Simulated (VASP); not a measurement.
All values below come from LDA (Ceperley-Alder, Perdew-Zunger), VASP's LDA PAW potentials (set 64) (plane waves; VASP).

Input for VASP

### INCAR
```
# general
SYSTEM   =  Y
PREC     =  Accurate
ENCUT    =  500   # plane-wave cut-off (eV)
LREAL    =  .False.   # projection in real space or not
LASPH    =  .True.   # aspherical one-centre terms

# electronic loop
EDIFF    =  1E-6   # SCF stop (eV)
NELM     =  100
ALGO     =  Normal   # blocked Davidson
LMAXMIX  =  4

# smearing
ISMEAR   =  1   # Methfessel-Paxton
SIGMA    =  0.1   # width (eV)

# ions
IBRION   =  2   # conjugate gradients
NSW      =  40   # most ionic steps
ISIF     =  3
EDIFFG   =  -0.02   # ionic stop
PSTRESS  =  200

# output
LWAVE    =  .False.
LCHARG   =  .False.
```

### POSCAR
```
Y
1
    1.5886995831    -2.7517090616     0.0000000000
    1.5886995831     2.7517090616    -0.0000000000
    0.0000000000    -0.0000000000     5.0891347959
Y
2
Direct
  0.3333330000   0.6666670000   0.2500000000
  0.6666670000   0.3333330000   0.7500000000
```

File KPOINTS:
```
kpoints
0
Gamma
  13 13 7
```

POTCAR, in this order: Y_sv (LDA.64 set). Program: vasp_std.

Problem. What will the output report for the number of irreducible k-points (NKPTS), largest plane-wave count, number of space-group operations, FFT grid (NGX, NGY, NGZ)?

Solution. 
```json
{
  "number of irreducible k-points (NKPTS)": "84",
  "largest_plane_wave_count": "1158",
  "number_of_space_group_operations": "24",
  "FFT grid (NGX, NGY, NGZ)": "24 × 24 × 40"
}
```

The compound is Y in the hcp structure. This run relaxes it under an external pressure of 20 GPa. Symmetry was kept, so distortions that lower it aren't found.
